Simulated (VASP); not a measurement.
Data:

```yaml
crystal:
  lattice:
    - [0.00000, 2.21487, 2.21487]
    - [2.21487, 0.00000, 2.21487]
    - [2.21487, 2.21487, 0.00000]
  atoms:
    - { symbol: B, position: [0.00000, 0.00000, 0.00000] }
    - { symbol: P, position: [0.25000, 0.25000, 0.25000] }
```

Method: SCAN meta-GGA, VASP's PBE PAW potentials (set 64) (plane waves; VASP 6.6.1). Numerical set-up: 520 eV cut-off, 10×10×10 Γ-centred mesh, Gaussian smearing of 0.050 eV, potentials B P.

Task: What does the run give for the energy per atom (σ→0), pressure?

Result: 
```json
{
  "energy per atom (σ→0)": "-9.408 eV/atom",
  "pressure": "12.14 GPa"
}
```

The compound is BP in the zinc blende structure. This cell is one point of a volume scan, at 0.94 of the reference volume.
